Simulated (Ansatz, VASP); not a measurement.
# Ga2O3 (glassy Ga2O3): VASP beside Ansatz

Wanted: the spread between two codes on one cell, functional and k mesh. The cell is taken from a series of runs on this material, whose earlier steps may have relaxed, scaled, displaced or heated it; both programs get it as it stands.

Program: Ansatz 0.2.0. Level of theory: plane waves, with VASP 6.6.1 beside it; single point at revPBE. Results are calculated unless marked as measured.

## 1. Starting point

The cell holds 130 atoms: 52 Ga and 78 O. Cell: a = 11.515 Å, b = 11.515 Å, c = 11.515 Å, α = 90.0°, β = 90.0°, γ = 90.0°. As first built, before any earlier steps moved the atoms (in the runner's words): 130 atoms (52 Fe, 78 O) placed at random at 4.52 g/cm^3, melted at 4500 K for 20 ps at fixed volume with the Morse and Coulomb pair potential with partial charges (Pedone, Malavasi, Menziani, Cormack and Segre, J. Phys. Chem. B 110, 11780 (2006)). Quenched from 4500 K to 300 K at 100 K/ps and fixed volume, held 5 ps. Then Fe was replaced by Ga (the potential has no terms for the new elements, so the cell is a start for a DFT relaxation).

## 2. VASP: single point, revPBE

A single point gives forces, pressure and levels at one fixed geometry, so differences don't come from the geometry; what else differs is listed under the comparison.

Lines of VASP's logs that name or quote its potential files are left out, and so is its time.

INCAR reads:

```
SYSTEM = Ga2O3
PREC = Accurate
ENCUT = 600
EDIFF = 1E-06
NELM = 120
ISMEAR = 0
SIGMA = 0.01
LREAL = Auto
ALGO = Normal
GGA = RE
NBANDS = 672
LORBIT = 11
LWAVE = .FALSE.
LCHARG = .FALSE.
ISIF = 2
LASPH = .TRUE.
GGA_COMPAT = .FALSE.
EFERMI = MIDGAP
NCORE = 4
```

POSCAR reads:

```
Ga2O3
1.0
   11.5152000000      0.0000000000      0.0000000000
    0.0000000000     11.5152000000      0.0000000000
    0.0000000000      0.0000000000     11.5152000000
Ga O
52 78
Direct
    0.3113300000      0.4172400000      0.8350500000
    0.5763100000      0.9324300000      0.6957500000
    0.7035300000      0.1815000000      0.6143600000
    0.5836400000      0.6449400000      0.7212000000
    0.8928900000      0.9458200000      0.8168800000
    0.4956800000      0.1801400000      0.4184200000
    0.9426700000      0.5602800000      0.2444500000
    0.8935900000      0.3150100000      0.2339600000
    0.1047200000      0.8046500000      0.4819200000
    0.4011000000      0.4332300000      0.3378500000
    0.7672500000      0.8419800000      0.2790000000
    0.1451100000      0.8783500000      0.9349200000
    0.2242200000      0.2886100000      0.4866700000
    0.7787800000      0.5014000000      0.0126200000
    0.2830200000      0.8785600000      0.6839100000
    0.6742000000      0.9965200000      0.9617700000
    0.5775700000      0.7498600000      0.0219900000
    0.3251400000      0.9756200000      0.4134800000
    0.4080100000      0.5346600000      0.1037300000
    0.0466200000      0.0702800000      0.3598600000
    0.4859000000      0.3687100000      0.6235400000
    0.0294700000      0.1485700000      0.6573700000
    0.3643400000      0.6992800000      0.8997900000
    0.8718700000      0.7903900000      0.0373000000
    0.3502400000      0.6236600000      0.5807800000
    0.0583000000      0.1418900000      0.0806600000
    0.0682400000      0.8090500000      0.2216600000
    0.5414900000      0.2270100000      0.8354300000
    0.3341200000      0.8736300000      0.1049200000
    0.3625300000      0.1348600000      0.6580600000
[... 94 atom lines left out ...]
    0.3347500000      0.0445500000      0.0795200000
    0.3258500000      0.8781700000      0.9262100000
    0.4643500000      0.3831200000      0.1684300000
    0.3787100000      0.1344200000      0.8403300000
    0.4880300000      0.3456600000      0.4478400000
    0.4134900000      0.9712400000      0.6676700000
```

KPOINTS reads:

```
Automatic mesh
0
Gamma
1 1 1
0 0 0
```

PAW data sets: Ga_d and O (PBE family, release 64).

The run is started by

```console
$ mpirun -np 16 vasp_gam
```

Numbers of over 12 decimals in the logs are rounded to 6 here.

What it wrote:

```text
[banner, memory and clock lines left out]
running   16 mpi-ranks, on    1 nodes
[...]
|                                                                             |
|               ----> ADVICE to this user running VASP <----                  |
|                                                                             |
|     You enforced a specific xc type in the INCAR file but a different       |
|     [... a line on the potential file left out ...]
|     I HOPE YOU KNOW WHAT YOU ARE DOING!                                     |
|                                                                             |

 LDA part: xc-table for (Slater+PW92), standard interpolation
 POSCAR, INCAR and KPOINTS ok, starting setup
[...]
entering main loop
       N       E                     dE             d eps       ncg     rms          rms(c)
DAV:   1     0.357332143585E+05    0.35733E+05   -0.42966E+05  1344   0.383E+03
DAV:   2     0.844560621323E+04   -0.27288E+05   -0.26012E+05  1344   0.113E+03
DAV:   3     0.545608408702E+03   -0.79000E+04   -0.74588E+04  1664   0.410E+02
DAV:   4    -0.683622930810E+03   -0.12292E+04   -0.11922E+04  1432   0.162E+02
[...]
DAV:  20    -0.713946568693E+03    0.11825E-05   -0.64200E-06  1472   0.328E-02    0.294E-03
DAV:  21    -0.713946570384E+03   -0.16906E-05   -0.21117E-05  1440   0.131E-02    0.200E-03
DAV:  22    -0.713946570563E+03   -0.17910E-06   -0.18251E-06   880   0.573E-03
   1 F= -.71394657E+03 E0= -.71394657E+03  d E =0.000000E+00
```

From OUTCAR (step 2):

```text
  FREE ENERGIE OF THE ION-ELECTRON SYSTEM (eV)
  ---------------------------------------------------
  free  energy   TOTEN  =      -713.9465705631 eV

  energy  without entropy=     -713.9465705631  energy(sigma->0) =     -713.94657056

[... 1 further part left out ...]
```

The run ends at a pressure of -1.16 GPa, with forces up to 0.064 eV/Å.

## 3. Ansatz: single point, revPBE

Ansatz runs on its PAW soft_1 files.

The same cell, functional and mesh now go to Ansatz, which takes its cutoff from its data sets.

input.yaml reads:

```yaml
crystal:
  lattice:
    - [11.5152, 0.0, 0.0]
    - [0.0, 11.5152, 0.0]
    - [0.0, 0.0, 11.5152]
  atoms:
    - { symbol: Ga, position: [0.31133, 0.41724, 0.83505] }
    - { symbol: Ga, position: [0.57631, 0.93243, 0.69575] }
    - { symbol: Ga, position: [0.70353, 0.1815, 0.61436] }
    - { symbol: Ga, position: [0.58364, 0.64494, 0.7212] }
    - { symbol: Ga, position: [0.89289, 0.94582, 0.81688] }
    - { symbol: Ga, position: [0.49568, 0.18014, 0.41842] }
    - { symbol: Ga, position: [0.94267, 0.56028, 0.24445] }
    - { symbol: Ga, position: [0.89359, 0.31501, 0.23396] }
    - { symbol: Ga, position: [0.10472, 0.80465, 0.48192] }
    - { symbol: Ga, position: [0.4011, 0.43323, 0.33785] }
    - { symbol: Ga, position: [0.76725, 0.84198, 0.279] }
    - { symbol: Ga, position: [0.14511, 0.87835, 0.93492] }
    - { symbol: Ga, position: [0.22422, 0.28861, 0.48667] }
    - { symbol: Ga, position: [0.77878, 0.5014, 0.01262] }
    - { symbol: Ga, position: [0.28302, 0.87856, 0.68391] }
    - { symbol: Ga, position: [0.6742, 0.99652, 0.96177] }
    - { symbol: Ga, position: [0.57757, 0.74986, 0.02199] }
    - { symbol: Ga, position: [0.32514, 0.97562, 0.41348] }
    - { symbol: Ga, position: [0.40801, 0.53466, 0.10373] }
    - { symbol: Ga, position: [0.04662, 0.07028, 0.35986] }
    - { symbol: Ga, position: [0.4859, 0.36871, 0.62354] }
    - { symbol: Ga, position: [0.02947, 0.14857, 0.65737] }
    - { symbol: Ga, position: [0.36434, 0.69928, 0.89979] }
    - { symbol: Ga, position: [0.87187, 0.79039, 0.0373] }
    - { symbol: Ga, position: [0.35024, 0.62366, 0.58078] }
    - { symbol: Ga, position: [0.0583, 0.14189, 0.08066] }
    - { symbol: Ga, position: [0.06824, 0.80905, 0.22166] }
    - { symbol: Ga, position: [0.54149, 0.22701, 0.83543] }
    - { symbol: Ga, position: [0.33412, 0.87363, 0.10492] }
    - { symbol: Ga, position: [0.36253, 0.13486, 0.65806] }
[... 94 atom lines left out ...]
    - { symbol: O, position: [0.33475, 0.04455, 0.07952] }
    - { symbol: O, position: [0.32585, 0.87817, 0.92621] }
    - { symbol: O, position: [0.46435, 0.38312, 0.16843] }
    - { symbol: O, position: [0.37871, 0.13442, 0.84033] }
    - { symbol: O, position: [0.48803, 0.34566, 0.44784] }
    - { symbol: O, position: [0.41349, 0.97124, 0.66767] }
kpoints:
  mp_grid: { grid: [1, 1, 1] }
hamiltonian:
  xc: revpbe
  pseudopotentials: { kind: paw, azcp: { folder: soft_1 } }
scf:
  occupations: { method: fixed }
output:
  forces: true
  stress: true
  populations: intrinsic
  dos:
    method: { smearing: { sigma: 0.15 } }
    de: 0.1
    projected: { site_lists: { Ga: [Ga], O: [O] } }
  eigenvalues: true
  write_density: true
  write_potential: true
  volumetric_format: npy
  elf: true
```

The run is started by

```console
$ ansatz run input.yaml --threads 8 --pin off --max-ram 15872MiB --backend cpu --events-out ev --progress --plain --runs-dir out
```

What it wrote:

```text
Engine: ansatz 0.2.0, x86_64-unknown-linux-gnu
Pseudopotentials: kind: paw
Pseudopotential: Ga, paw, valence charge 13, recommended cutoff 420 eV (normal), soft_1/Ga.paw.azcp
Pseudopotential: O, paw, valence charge 6, recommended cutoff 420 eV (normal), soft_1/O.paw.azcp
Functional definition: revPBE
  parameter kappa = 1.245
  parameter beta = 0.066725
  exchange = pbe_x(kappa = kappa, mu = beta*pi^2/3)
  correlation = pbe_c(beta = beta)
Crystal: 130 atoms, lattice volume = 1526.914 Å³
Basis set: ecut = 420 eV, 29855 PW (Γ), exchange–correlation on 160×160×160 points (8 copies of the dense FFT grid, shifted against one another)
Bands: 702, of which v1, the nominal top of the filled ones, is band 572 counted from 1 (571 counted from 0)
Symmetry: 1 space group operations
Space group: P1 (ITA 1), of the structure as read, at distance tolerance 1.2e-4 Å
k-points: 1
Non-local potential: Ga, projectors of the file, l = 0: 2, l = 1: 2, l = 2: 3, l = 3: 1
Non-local potential: O, projectors of the file, l = 0: 2, l = 1: 2, l = 2: 1
PAW form: soft (Blöchl's): semilocal exchange-correlation on the pseudo side does not see the compensation charge
PAW frozen core: Ga, regenerated for the run's functional, and the local potential with it (the file was generated under x = pbe(κ = 0.804, μ = 0.219515), c = pbe(β = 0.066725))
PAW frozen core: O, regenerated for the run's functional, and the local potential with it (the file was generated under x = pbe(κ = 0.804, μ = 0.219515), c = pbe(β = 0.066725))
PAW one-centre angular grid: Ga, 590 points (default); XC on 64 Gauss nodes
PAW one-centre angular grid: O, 110 points (default); XC on 64 Gauss nodes
Initial density: superposition of atomic densities (chi_scale 0.1, normalization cell, long waves kept (reshape's long-wave potential 0.13 eV rms))
Initial wavefunctions: pseudopotential atomic-orbital guess
Functional: x = revpbe(κ = 1.245, μ = 0.219515), c = pbe(β = 0.066725)
SCF iter   1: F=—  HF=-241338.809796 eV  |F-HF|=—  |Δ(HF+E_count)|=         —  Δρ=1.15e-1  dr2=9.88e1  ethr=3.10e-3  ⟨swp⟩=5.0  Hψ=2097  notcnv=0  defer=123
preconditioner: auto → Resta (q_TF=auto, 2.600 Å⁻¹)  ε∞=4.2  [insulator: Δε(μ)=1.854 eV  Ē_g=18.036 eV  n_scr=460 (ndim 8)  ℏωp=32.1 eV  f_vac=0.026  ε∞_Penn≈4.2]
SCF iter   2: F=—  HF=-241313.890521 eV  |F-HF|=—  |Δ(HF+E_count)|=    2.49e1  Δρ=5.15e-2  dr2=2.00e1  ethr=3.10e-3  ⟨swp⟩=2.0  Hψ=1310  notcnv=0  defer=123
SCF iter   3: F=—  HF=-241307.378547 eV  |F-HF|=—  |Δ(HF+E_count)|=    6.51e0  Δρ=1.55e-2  dr2=3.07e0  ethr=1.75e-3  ⟨swp⟩=3.0  Hψ=1081  notcnv=0  defer=123
SCF iter   4: F=—  HF=-241306.757833 eV  |F-HF|=—  |Δ(HF+E_count)|=   6.21e-1  Δρ=4.99e-3  dr2=3.59e-1  ethr=2.68e-4  ⟨swp⟩=2.0  Hψ=1081  notcnv=0  defer=126
SCF iter   5: F=—  HF=-241307.024111 eV  |F-HF|=—  |Δ(HF+E_count)|=   2.66e-1  Δρ=3.30e-3  dr2=1.37e-1  ethr=3.14e-5  ⟨swp⟩=2.0  Hψ=1361  notcnv=0  defer=128
SCF iter   6: F=—  HF=-241307.099171 eV  |F-HF|=—  |Δ(HF+E_count)|=   7.51e-2  Δρ=1.03e-3  dr2=1.44e-2  ethr=1.20e-5  ⟨swp⟩=3.0  Hψ=1154  notcnv=0  defer=128
SCF iter   7: F=—  HF=-241307.106930 eV  |F-HF|=—  |Δ(HF+E_count)|=   7.76e-3  Δρ=6.47e-4  dr2=5.99e-3  ethr=1.26e-6  ⟨swp⟩=2.0  Hψ=1153  notcnv=0  defer=128
SCF iter   8: F=—  HF=-241307.108863 eV  |F-HF|=—  |Δ(HF+E_count)|=   1.93e-3  Δρ=1.30e-4  dr2=3.48e-4  ethr=5.24e-7  ⟨swp⟩=2.0  Hψ=1133  notcnv=0  defer=128
SCF iter   9: F=—  HF=-241307.109722 eV  |F-HF|=—  |Δ(HF+E_count)|=   8.59e-4  Δρ=1.22e-4  dr2=2.02e-4  ethr=3.04e-8  ⟨swp⟩=2.0  Hψ=1153  notcnv=0  defer=126
SCF iter  10: F=—  HF=-241307.109739 eV  |F-HF|=—  |Δ(HF+E_count)|=   1.68e-5  Δρ=3.02e-5  dr2=1.65e-5  ethr=1.76e-8  ⟨swp⟩=2.0  Hψ=1150  notcnv=0  defer=123
SCF iter  11: F=—  HF=-241307.109809 eV  |F-HF|=—  |Δ(HF+E_count)|=   7.01e-5  Δρ=1.71e-5  dr2=4.12e-6  ethr=1.44e-9  ⟨swp⟩=3.0  Hψ=1152  notcnv=0  defer=123
SCF iter  12: F=—  HF=-241307.109811 eV  |F-HF|=—  |Δ(HF+E_count)|=   2.68e-6  Δρ=8.53e-6  dr2=9.79e-7  ethr=3.60e-10  ⟨swp⟩=2.0  Hψ=1151  notcnv=0  defer=123
SCF iter  13: F=—  HF=-241307.109812 eV  |F-HF|=—  |Δ(HF+E_count)|=   4.68e-7  Δρ=2.78e-6  dr2=1.31e-7  ethr=8.56e-11  ⟨swp⟩=2.0  Hψ=1145  notcnv=0  defer=123
SCF iter  14: F=-241307.109812 eV  HF=-241307.109812 eV  |F-HF|=1.86e-8  |Δ(HF+E_count)|=   2.65e-7  Δρ=1.31e-6  dr2=2.65e-8  ethr=8.74e-12  ⟨swp⟩=15.0  Hψ=5151  notcnv=0
SCF 1 converged in 14 iterations: F = -241307.109812 eV  dr2 = 2.65e-8
  greatest PAW one-centre occupation: 0.998 electrons in one spin orbital (limit 2), on the Ga atom at site 28 (counted from 0), in its partial waves of l = 2
SCF converged after 14 iterations
Free energy (F): -241307.109812 eV
Harris-Foulkes:  -241307.109812 eV  (|F-HF|=1.86e-8)
Internal energy: -241307.109812 eV  (E = F + TS)
E sigma→0 (E₀):  -241307.109812 eV
Fermi energy:    7.104194 eV
--- Per-component energies (eV) ---
[...]
--- intrinsic populations: 130 sites ---
  site symbol       q [e]
     0     Ga     11.9157
     1     Ga     11.9044
     2     Ga     11.9505
     3     Ga     11.8825
     4     Ga     11.9264
     5     Ga     11.9460
     6     Ga     11.9385
     7     Ga     11.9468
     8     Ga     11.9363
     9     Ga     11.9551
    10     Ga     11.9435
    11     Ga     11.9489
    12     Ga     11.9377
    13     Ga     11.9271
    14     Ga     11.9263
    15     Ga     11.9254
    16     Ga     11.9346
    17     Ga     11.9373
    18     Ga     11.9503
    19     Ga     11.9355
    20     Ga     11.9625
    21     Ga     11.9447
    22     Ga     11.9602
    23     Ga     11.9313
[...]
122      O      6.7006
   123      O      6.7247
   124      O      6.7403
   125      O      6.7082
   126      O      6.7079
   127      O      6.7089
   128      O      6.7083
   129      O      6.7105
  spilling = -0.000000 (of n_electrons = 1144.000000)
```

## 4. Comparison

Known differences besides the potentials themselves: fixed occupations in Ansatz, narrow Gaussian smearing in VASP; the cutoff is 420 eV in Ansatz and 600 eV in VASP (PREC = Accurate, projectors in real space); Ansatz makes its cores anew for this functional, VASP keeps those of its PBE data sets. Total energies have different zeros and are not compared.

The two programs side by side:

```tsv
quantity	Ansatz	VASP	difference
pressure (GPa)	-1.35	-1.16	-0.18
gap on the k mesh (eV)	1.240	1.221	+0.019
```

At this near-relaxed geometry the largest component of a force difference is 44 meV/Å. A gap on the mesh is an upper bound, since the band edges may lie between its points.

## 5. Summary of results

* r.m.s. force difference (single point, revPBE): 14 meV/Å

**Reading.** The r.m.s. force difference is 14 meV/Å (single point, revPBE), beyond the 12 meV/Å picked in this series as the mark of a large difference. What causes the difference of the single point, revPBE pair stays open here. How closely two codes agree says nothing of how well the functional describes the real material.

[Lines on the potential files, build, host, timing and source positions are cut from VASP's logs without a mark.]

[Logs are printed without paths, hosts, clocks, repeated set-up lines and the standing remarks that a program may print on its own settings, such as how far it seeks lower states.]

[Hosts, paths, dates, database ids (printed as entryN), source tags and the programs' standing remarks are cut or masked in the printed files.]
